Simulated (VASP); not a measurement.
# A VASP study of EuAg4Sb2 (PBEsol + U): structure first, properties next, part 4 of 6

How well does PBEsol + U reproduce what experiment finds for EuAg4Sb2? The cell is relaxed first, and properties follow on it. The start is a cell from a database of measured crystal structures.

VASP 6.6.1, plane waves and PAW; the level of theory is named at each step.

Still holding for the runs below: The cell holds one magnetic atom, so no antiferromagnetic order fits into it. Experiment finds antiferromagnetic order in this phase (below 10.5 K, arxiv:2406.18252), so this ferromagnetic run describes another state.

So far. Step 2 (Full relaxation (PBEsol + U)): It ends with a largest force of 0.008 eV/Å and a pressure of 0.02 GPa. The volume lies -3.3 % from that of the database's start, which holds the thermal and zero-point expansion of its experiment. Step 3 (Second relaxation): It ends with a largest force of 0.009 eV/Å and a pressure of 0.01 GPa. The volume moved by under 0.01 %: the run met its threshold at the first step. The relaxed cell has a = 4.667, c = 24.453 Å (conventional setting).

## (4) Density, ELF and potential (PBEsol + U)

Level of this step: PBEsol, DFT+U (Eu f 7 eV), spin-polarised from a ferromagnetic start (one magnetic atom a cell); plane waves and PAW (Eu, Ag, Sb) (VASP).

The relaxed cell gets a fresh self-consistent run, on a basis set for its own volume, to fix the density and to check the remaining stress.

Contents of INCAR:

```
SYSTEM = EuAg4Sb2
PREC = Accurate
ENCUT = 450
EDIFF = 1E-06
NELM = 150
ISMEAR = 1
SIGMA = 0.2
LREAL = .FALSE.
ALGO = Normal
GGA = PS
NBANDS = 47
ISPIN = 2
MAGMOM = 7 0 0 0 0 0 0
LDAU = .TRUE.
LDAUTYPE = 2
LDAUL = 3 -1 -1
LDAUU = 7 0 0
LDAUJ = 0 0 0
LDAUPRINT = 1
LASPH = .TRUE.
LMAXMIX = 6
AMIX = 0.2
BMIX = 1E-04
AMIX_MAG = 0.8
BMIX_MAG = 1E-04
LORBIT = 11
LWAVE = .FALSE.
LCHARG = .TRUE.
ISIF = 2
LELF = .TRUE.
LVHAR = .TRUE.
```

Contents of POSCAR:

```
EuAg4Sb2
1.0
    2.3332787464      1.3471191123      8.1510520038
   -2.3332787464      1.3471191123      8.1510520038
    0.0000000000     -2.6942382246      8.1510520038
Eu Ag Sb
1 4 2
Direct
    0.0000000000      0.0000000000      0.0000000000
    0.1430778566      0.1430778566      0.1430778566
    0.8569221434      0.8569221434      0.8569221434
    0.4358117185      0.4358117185      0.4358117185
    0.5641882815      0.5641882815      0.5641882815
    0.2577397176      0.2577397176      0.2577397176
    0.7422602824      0.7422602824      0.7422602824
```

Contents of KPOINTS:

```
Automatic mesh
0
Gamma
6 6 6
0 0 0
```

Potentials, in the order of the species: Eu, Ag and Sb (PBE family, release 64).

The run is started by

```bash
$ mpirun -np 4 vasp_std
```

What it wrote:

```text
[banner, memory and clock lines left out]
running    4 mpi-ranks, on    1 nodes
 distrk:  each k-point on    4 cores,    1 groups
 distr:  one band on    1 cores,    4 groups

 POSCAR found type information on POSCAR EuAgSb
 POSCAR found :  3 types and       7 ions
 [... a notice as in an earlier step ...]

 LDA part: xc-table for (Slater+PW92), standard interpolation
|                                                                             |
|           W    W    AA    RRRRR   N    N  II  N    N   GGGG   !!!           |
|           W    W   A  A   R    R  NN   N  II  NN   N  G    G  !!!           |
|           W    W  A    A  R    R  N N  N  II  N N  N  G       !!!           |
|           W WW W  AAAAAA  RRRRR   N  N N  II  N  N N  G  GGG   !            |
|           WW  WW  A    A  R   R   N   NN  II  N   NN  G    G                |
|           W    W  A    A  R    R  N    N  II  N    N   GGGG   !!!           |
|                                                                             |
|     The number of bands has been changed from the values supplied in        |
|     The orbitals not found in the WAVECAR file will be initialized with     |
|     random numbers, which is usually adequate. For correlated               |
|     calculations, however, you should redo the groundstate calculation.     |
|     I found NBANDS = 47. Now, NBANDS = 48.                                  |
|                                                                             |

 POSCAR, INCAR and KPOINTS ok, starting setup
 FFT: planning ... GRIDC
 FFT: planning ... GRID_SOFT
 FFT: planning ... GRID
 WAVECAR not read
 entering main loop
       N       E                     dE             d eps       ncg     rms          rms(c)
DAV:   1     0.451144257552E+03    0.45114E+03   -0.27463E+04  9216   0.423E+03
DAV:   2     0.173034725543E+02   -0.43384E+03   -0.39804E+03  9704   0.610E+02
DAV:   3    -0.279806013365E+02   -0.45284E+02   -0.44296E+02  9304   0.118E+02
DAV:   4    -0.314597145320E+02   -0.34791E+01   -0.34604E+01 11880   0.236E+01
DAV:   5    -0.316709169030E+02   -0.21120E+00   -0.21105E+00 10168   0.684E+00    0.359E+01
DAV:   6    -0.354939416906E+02   -0.38230E+01   -0.74371E+00 10472   0.645E+01    0.204E+01
DAV:   7    -0.355264961816E+02   -0.32554E-01   -0.32916E+00  9016   0.176E+01    0.124E+01
DAV:   8    -0.354776951173E+02    0.48801E-01   -0.48425E-01 10680   0.131E+01    0.955E+00
DAV:   9    -0.354807782706E+02   -0.30832E-02   -0.95392E-02 10864   0.284E+00    0.740E+00
DAV:  10    -0.354705748879E+02    0.10203E-01   -0.32922E-02 10440   0.361E+00    0.373E+00
DAV:  11    -0.354721059998E+02   -0.15311E-02   -0.71511E-03 10696   0.137E+00    0.231E+00
DAV:  12    -0.354697838644E+02    0.23221E-02   -0.85694E-03  9536   0.198E+00    0.400E-01
DAV:  13    -0.354695794861E+02    0.20438E-03   -0.19470E-03 10744   0.538E-01    0.633E-01
DAV:  14    -0.354695905811E+02   -0.11095E-04   -0.34744E-04 10160   0.829E-02    0.383E-01
DAV:  15    -0.354695986884E+02   -0.81073E-05   -0.59300E-05 10992   0.965E-02    0.184E-01
DAV:  16    -0.354695979552E+02    0.73315E-06   -0.21079E-05  9328   0.450E-02    0.441E-02
DAV:  17    -0.354695964688E+02    0.14865E-05   -0.61738E-06  8312   0.212E-02    0.225E-02
DAV:  18    -0.354695958171E+02    0.65170E-06   -0.16218E-06  5480   0.185E-02
   1 F= -.35469596E+02 E0= -.35469729E+02  d E =0.399083E-03  mag=     7.0485
```

Run time: 2.7 min. Hardware: 4 MPI ranks of Intel Xeon 6975P-C (Granite Rapids), shared host; peak memory 1.4 GiB.

Parts of OUTCAR (step 4):

```text
The static configuration has the point symmetry D_3d.

 Found     32 irreducible k-points:

   k-points           NKPTS =     32   k-points in BZ     NKDIM =     32   number of bands    NBANDS=     48

   NELECT =      71.0000    total number of electrons

atom =   1  type =  1  l = 3

 onsite density matrix

spin component  1

  0.9755  0.0000 -0.0000  0.0017 -0.0000 -0.0000  0.0000
  0.0000  0.9718  0.0000  0.0000 -0.0015  0.0000  0.0000
 -0.0000  0.0000  0.9771  0.0000  0.0000 -0.0015 -0.0000
  0.0017  0.0000  0.0000  0.9747 -0.0000 -0.0000 -0.0000
 -0.0000 -0.0015  0.0000 -0.0000  0.9771  0.0000 -0.0000
 -0.0000  0.0000 -0.0015 -0.0000  0.0000  0.9718  0.0000
  0.0000  0.0000 -0.0000 -0.0000 -0.0000  0.0000  0.9776

spin component  2

  0.0009  0.0000 -0.0000 -0.0007  0.0000  0.0000  0.0000
  0.0000  0.0013 -0.0000 -0.0000  0.0001 -0.0000 -0.0000
 -0.0000 -0.0000  0.0007  0.0000  0.0000  0.0001 -0.0000
 -0.0007 -0.0000  0.0000  0.0011  0.0000 -0.0000  0.0000
  0.0000  0.0001  0.0000  0.0000  0.0007  0.0000 -0.0000
  0.0000 -0.0000  0.0001 -0.0000  0.0000  0.0013 -0.0000
  0.0000 -0.0000 -0.0000  0.0000 -0.0000 -0.0000  0.0005

 occupancies and eigenvectors

  o =  0.0003  v =  0.0000  0.0000  0.0000  0.0000  0.0000  0.0000  0.0000 -0.7638 -0.0000 -0.0000 -0.6455  0.0000 -0.0000  0.0000      0.0000  0.0000  0.0000  0.0000  0.0000  0.0000  0.0000  0.0000  0.0000  0.0000  0.0000  0.0000  0.0000  0.0000
  o =  0.0005  v =  0.0000  0.0000  0.0000  0.0000  0.0000  0.0000  0.0000  0.0000 -0.0000  0.0000  0.0000  0.0000 -0.0000  1.0000      0.0000  0.0000  0.0000  0.0000  0.0000  0.0000  0.0000  0.0000  0.0000  0.0000  0.0000  0.0000  0.0000  0.0000
  o =  0.0007  v =  0.0000  0.0000  0.0000  0.0000  0.0000  0.0000  0.0000 -0.0000 -0.0000 -0.9835  0.0000  0.0000  0.1812  0.0000      0.0000  0.0000  0.0000  0.0000  0.0000  0.0000  0.0000  0.0000  0.0000  0.0000  0.0000  0.0000  0.0000  0.0000
  o =  0.0007  v =  0.0000  0.0000  0.0000  0.0000  0.0000  0.0000  0.0000  0.0000 -0.1812  0.0000  0.0000  0.9835 -0.0000 -0.0000      0.0000  0.0000  0.0000  0.0000  0.0000  0.0000  0.0000  0.0000  0.0000  0.0000  0.0000  0.0000  0.0000  0.0000
  o =  0.0013  v =  0.0000  0.0000  0.0000  0.0000  0.0000  0.0000  0.0000 -0.0000  0.0000  0.1812  0.0000  0.0000  0.9835 -0.0000      0.0000  0.0000  0.0000  0.0000  0.0000  0.0000  0.0000  0.0000  0.0000  0.0000  0.0000  0.0000  0.0000  0.0000
  o =  0.0013  v =  0.0000  0.0000  0.0000  0.0000  0.0000  0.0000  0.0000  0.0000  0.9835 -0.0000 -0.0000  0.1812 -0.0000 -0.0000      0.0000  0.0000  0.0000  0.0000  0.0000  0.0000  0.0000  0.0000  0.0000  0.0000  0.0000  0.0000  0.0000  0.0000
  o =  0.0017  v =  0.0000  0.0000  0.0000  0.0000  0.0000  0.0000  0.0000 -0.6455 -0.0000  0.0000  0.7638 -0.0000 -0.0000  0.0000      0.0000  0.0000  0.0000  0.0000  0.0000  0.0000  0.0000  0.0000  0.0000  0.0000  0.0000  0.0000  0.0000  0.0000
  o =  0.9714  v = -0.0000  0.0001  0.2572  0.0000  0.0000  0.9664  0.0000  0.0000  0.0000  0.0000  0.0000  0.0000  0.0000  0.0000      0.0000  0.0000  0.0000  0.0000  0.0000  0.0000  0.0000  0.0000  0.0000  0.0000  0.0000  0.0000  0.0000  0.0000
  o =  0.9714  v = -0.0000 -0.9664  0.0000  0.0000 -0.2572  0.0001 -0.0000  0.0000  0.0000  0.0000  0.0000  0.0000  0.0000  0.0000      0.0000  0.0000  0.0000  0.0000  0.0000  0.0000  0.0000  0.0000  0.0000  0.0000  0.0000  0.0000  0.0000  0.0000
  o =  0.9734  v =  0.6267  0.0000  0.0000 -0.7793  0.0000  0.0000  0.0000  0.0000  0.0000  0.0000  0.0000  0.0000  0.0000  0.0000      0.0000  0.0000  0.0000  0.0000  0.0000  0.0000  0.0000  0.0000  0.0000  0.0000  0.0000  0.0000  0.0000  0.0000
  o =  0.9769  v =  0.7793 -0.0000  0.0000  0.6267 -0.0000 -0.0000 -0.0000  0.0000  0.0000  0.0000  0.0000  0.0000  0.0000  0.0000      0.0000  0.0000  0.0000  0.0000  0.0000  0.0000  0.0000  0.0000  0.0000  0.0000  0.0000  0.0000  0.0000  0.0000
  o =  0.9775  v =  0.0000  0.0000 -0.9664  0.0000 -0.0000  0.2572 -0.0000  0.0000  0.0000  0.0000  0.0000  0.0000  0.0000  0.0000      0.0000  0.0000  0.0000  0.0000  0.0000  0.0000  0.0000  0.0000  0.0000  0.0000  0.0000  0.0000  0.0000  0.0000
  o =  0.9775  v =  0.0000 -0.2572 -0.0000  0.0000  0.9664  0.0000  0.0000  0.0000  0.0000  0.0000  0.0000  0.0000  0.0000  0.0000      0.0000  0.0000  0.0000  0.0000  0.0000  0.0000  0.0000  0.0000  0.0000  0.0000  0.0000  0.0000  0.0000  0.0000
  o =  0.9776  v = -0.0000  0.0000 -0.0000  0.0000 -0.0000  0.0000  1.0000  0.0000  0.0000  0.0000  0.0000  0.0000  0.0000  0.0000      0.0000  0.0000  0.0000  0.0000  0.0000  0.0000  0.0000  0.0000  0.0000  0.0000  0.0000  0.0000  0.0000  0.0000

 E-fermi :   7.2962

 spin component 1
 k-point     1 :       0.0000    0.0000    0.0000
  band No.  band energies     occupation
    ...
     33       5.6303      1.00000
     34       5.6578      1.00000
     35       6.6369      1.00002
     36       6.6369      1.00002
     37       6.7942      1.00111
     38       7.4921     -0.02286
     39       8.0248     -0.00000
     40       8.0248     -0.00000
     41       8.5088     -0.00000
     42       8.5923     -0.00000
    ...

 k-point     2 :       0.1667    0.0000    0.0000
  band No.  band energies     occupation
    ...
     35       5.7377      1.00000
     36       6.1845      1.00000
     37       6.4425      1.00000
     38       7.1484      0.97264
     39       7.2126      0.82180
     40       8.2856     -0.00000
     41       8.4514     -0.00000
     42       8.8294     -0.00000
     43       9.8997     -0.00000
     44      10.0330     -0.00000
    ...

 k-point     3 :       0.3333    0.0000    0.0000
  band No.  band energies     occupation
    ...
     35       5.6346      1.00000
     36       5.7038      1.00000
     37       5.7039      1.00000
     38       6.0269      1.00000
     39       6.8674      1.00489
     40       8.0587     -0.00000
     41       8.8446     -0.00000
     42       9.1397     -0.00000
     43      10.1370     -0.00000
     44      10.2149     -0.00000
    ...

 k-point     4 :       0.5000    0.0000   -0.0000
  band No.  band energies     occupation
    ...
     35       5.6325      1.00000
     36       5.6456      1.00000
     37       5.6559      1.00000
     38       5.6837      1.00000
     39       6.7998      1.00125
     40       8.1190     -0.00000
     41       8.9100     -0.00000
     42       9.3417     -0.00000
     43       9.8433     -0.00000
     44      10.2280     -0.00000
    ...

  Total       -0.0035738     -0.0035738      0.0242235      0.0000000      0.0000000      0.0000000
  in kB       -0.0372478     -0.0372478      0.2524703      0.0000000      0.0000000      0.0000000
  external PRESSURE =       0.0593249 kB  Pullay stress =       0.0000000 kB

 POSITION                                       TOTAL-FORCE (eV/Angst)
 -----------------------------------------------------------------------------------
      0.00000      0.00000      0.00000         0.000000      0.000000      0.000000
      0.00000      0.00000      3.49871         0.000000     -0.000000     -0.009187
      0.00000      0.00000     20.95445         0.000000      0.000000      0.009187
      0.00000      0.00000     10.65697         0.000000      0.000000      0.007152
      0.00000      0.00000     13.79618         0.000000      0.000000     -0.007152
      0.00000      0.00000      6.30255         0.000000      0.000000     -0.000526
      0.00000      0.00000     18.15061         0.000000      0.000000      0.000526
 -----------------------------------------------------------------------------------
    total drift:                                0.000000      0.000000     -0.000000

  FREE ENERGIE OF THE ION-ELECTRON SYSTEM (eV)
  ---------------------------------------------------
  free  energy   TOTEN  =       -35.4695958171 eV

  energy  without entropy=      -35.4699949002  energy(sigma->0) =      -35.46972884

[... 9 parts as in an earlier step ...]

[... 9 further parts left out ...]
```

With spin, VASP writes an ELF for each channel.

Numbers from this step:

| Quantity | Value |
| --- | --- |
| SCF cycles | 18 |
| bands | 48 |
| pressure | 0.005932 GPa |

Valence electrons inside each PAW sphere by angular momentum. Sphere charges, by row:

```
atom  s (e)  p (e)  d (e)  f (e)  tot (e)
 Eu1  2.025  5.736  0.301  6.824    14.89
 Ag2  0.372  0.308  9.176      0    9.856
 Ag3  0.372  0.308  9.176      0    9.856
 Ag4  0.409  0.338  9.153      0      9.9
 Ag5  0.409  0.338  9.153      0      9.9
 Sb6  1.128  1.306  0.036      0    2.469
 Sb7  1.128  1.306  0.036      0    2.469
```

Spin density in the ac plane of the conventional cell at fractional y = 0.000, with atoms of Eu and Ag and Sb within 0.2 Å of it.

Values in units of 1e0 e/Å³, 24 rows by 14 columns, each cell a mean:
```
3.6 1.8 0.3 0.0 0.0 0.0 0.0 0.0 0.0 0.0 0.0 0.1 0.9 2.9
0.0 0.0 0.0 0.0 0.0 0.0 0.0 0.0 0.0 0.0 0.0 0.0 0.0 0.0
0.0 0.0 0.0 0.0 0.0 0.0 0.0 0.0 0.0 0.0 0.0 0.0 0.0 0.0
0.0 0.0 0.0 0.0 0.0 0.0 0.0 0.0 0.0 0.0 0.0 0.0 0.0 0.0
0.0 0.0 0.0 0.0 0.0 0.0 0.0 0.0 0.0 0.0 0.0 0.0 0.0 0.0
0.0 0.0 0.0 0.0 0.0 0.0 0.0 0.0 0.0 0.0 0.0 0.0 0.0 0.0
0.0 0.0 0.0 0.0 0.0 0.0 0.0 0.0 0.0 0.0 0.0 0.0 0.0 0.0
0.0 0.0 0.0 0.0 0.0 0.0 0.0 0.0 0.0 0.0 0.0 0.0 0.0 0.0
0.0 0.0 0.0 0.0 0.0 0.0 0.0 0.0 0.0 0.0 0.0 0.0 0.0 0.0
0.0 0.0 0.0 0.0 0.0 0.0 0.0 0.0 0.0 0.0 0.0 0.0 0.0 0.0
0.0 0.0 0.0 0.0 0.0 0.0 0.0 0.0 0.0 0.0 0.0 0.0 0.0 0.0
0.0 0.0 0.0 0.0 0.0 0.0 0.0 0.0 0.0 0.0 0.0 0.0 0.0 0.0
0.0 0.0 0.0 0.0 0.0 0.0 0.0 0.0 0.0 0.0 0.0 0.0 0.0 0.0
0.0 0.0 0.0 0.0 0.0 0.0 0.0 0.0 0.0 0.0 0.0 0.0 0.0 0.0
0.0 0.0 0.0 0.0 0.0 0.0 0.0 0.0 0.0 0.0 0.0 0.0 0.0 0.0
0.0 0.0 0.0 0.0 0.0 0.0 0.0 0.0 0.0 0.0 0.0 0.0 0.0 0.0
0.0 0.0 0.0 0.0 0.0 0.0 0.0 0.0 0.0 0.0 0.0 0.0 0.0 0.0
0.0 0.0 0.0 0.0 0.0 0.0 0.0 0.0 0.0 0.0 0.0 0.0 0.0 0.0
0.0 0.0 0.0 0.0 0.0 0.0 0.0 0.0 0.0 0.0 0.0 0.0 0.0 0.0
0.0 0.0 0.0 0.0 0.0 0.0 0.0 0.0 0.0 0.0 0.0 0.0 0.0 0.0
0.0 0.0 0.0 0.0 0.0 0.0 0.0 0.0 0.0 0.0 0.0 0.0 0.0 0.0
0.0 0.0 0.0 0.0 0.0 0.0 0.0 0.0 0.0 0.0 0.0 0.0 0.0 0.0
0.0 0.0 0.0 0.0 0.0 0.0 0.0 0.0 0.0 0.0 0.0 0.0 0.0 0.0
5.4 2.8 0.5 0.1 0.0 0.0 0.0 0.0 0.0 0.0 0.0 0.1 1.3 4.3
```
Columns run along a (4.7 Å), rows up along c (24.5 Å), edges of the conventional cell, whose origin can differ from the input's. Atoms in or near the plane, at fractional coordinates: Eu at (0.00, 0.00), Ag at (0.00, 0.14), Ag at (0.00, 0.86), Ag at (0.00, 0.44), Ag at (0.00, 0.56), Sb at (0.00, 0.26), Sb at (0.00, 0.74).

Electrostatic potential energy in the ac plane of the conventional cell at fractional y = 0.000, with atoms of Eu and Ag and Sb within 0.2 Å of it. With pseudopotentials it is smooth inside the atoms' cores, unlike the true potential.

Ten even steps from '_' (-67 eV) to '@' (3 eV), each cell a mean:
```
####%%%%@@@@@@@@@@@@@@%%####
@@@@@@@@@@@@@@@@@@@@@@@@@@@@
++**%%@@@@@@@@@@@@@@@@@@##**
__..++@@@@@@@@@@@@@@@@##--__
##%%@@@@@@@@@@@@@@@@@@@@@@%%
::--**@@@@@@@@@@@@@@@@%%==::
__..==%%@@@@@@@@@@@@@@##::__
@@@@@@@@@@@@@@@@@@@@@@@@@@@@
@@@@@@@@@@@@@@@@@@@@@@@@@@@@
**##%%@@@@@@@@@@@@@@@@@@##**
__..++%%@@@@@@@@@@@@@@##--__
%%%%@@@@@@@@@@@@@@@@@@@@@@%%
**##@@@@@@@@@@@@@@@@@@@@%%##
__..++%%@@@@@@@@@@@@@@##--__
##%%@@@@@@@@@@@@@@@@@@@@%%##
@@@@@@@@@@@@@@@@@@@@@@@@@@@@
%%%%@@@@@@@@@@@@@@@@@@@@@@%%
____--%%@@@@@@@@@@@@@@**..__
--==##@@@@@@@@@@@@@@@@%%++==
**##@@@@@@@@@@@@@@@@@@@@%%##
__..++@@@@@@@@@@@@@@@@##--__
##%%@@@@@@@@@@@@@@@@@@@@%%##
@@@@@@@@@@@@@@@@@@@@@@@@@@@@
######%%@@@@@@@@@@@@@@%%####
```
Columns run along a (4.7 Å; values clipped at the 3rd and 97th percentile), rows up along c (24.5 Å), edges of the conventional cell, whose origin can differ from the input's. Atoms in or near the plane, at fractional coordinates: Eu at (0.00, 0.00), Ag at (0.00, 0.14), Ag at (0.00, 0.86), Ag at (0.00, 0.44), Ag at (0.00, 0.56), Sb at (0.00, 0.26), Sb at (0.00, 0.74).

Valence density in the ac plane of the conventional cell at fractional y = 0.000, with atoms of Eu and Ag and Sb within 0.2 Å of it. It is the smooth field of the valence electrons, not physical close to the nuclei.

Ten steps, logarithmic in the rise over the least value, from '0' (-0.08 × 1e0 e/Å³) to '9' (6.52 × 1e0 e/Å³), each cell a mean:
```
98642222223579
32223333333223
76433333333456
98643333333579
54333333333345
33433333333443
23443322233442
33322222222333
22222233322222
66433333333356
98643333333579
54333333333344
65433333333346
98643333333579
55333333333345
22222233322222
33332222222333
03443322233441
34433333333343
65433333333346
98643333333579
55433333333345
33323333332233
99742222223589
```
Columns run along a (4.7 Å), rows up along c (24.5 Å), edges of the conventional cell, whose origin can differ from the input's. Atoms in or near the plane, at fractional coordinates: Eu at (0.00, 0.00), Ag at (0.00, 0.14), Ag at (0.00, 0.86), Ag at (0.00, 0.44), Ag at (0.00, 0.56), Sb at (0.00, 0.26), Sb at (0.00, 0.74).

In this run the pressure is 0.01 GPa, small enough to go on.

[end of part 4 of 6]

[Lines on the potential files, build, host, timing and source positions are cut from VASP's logs without a mark.]

[Logs are printed without paths, hosts, clocks, repeated set-up lines and the standing remarks that a program may print on its own settings, such as how far it seeks lower states.]

[Hosts, paths, dates, database ids (printed as entryN), source tags and the programs' standing remarks are cut or masked in the printed files.]

[A measured line is paired with the nearest computed mode of its activity, which favours agreement.]
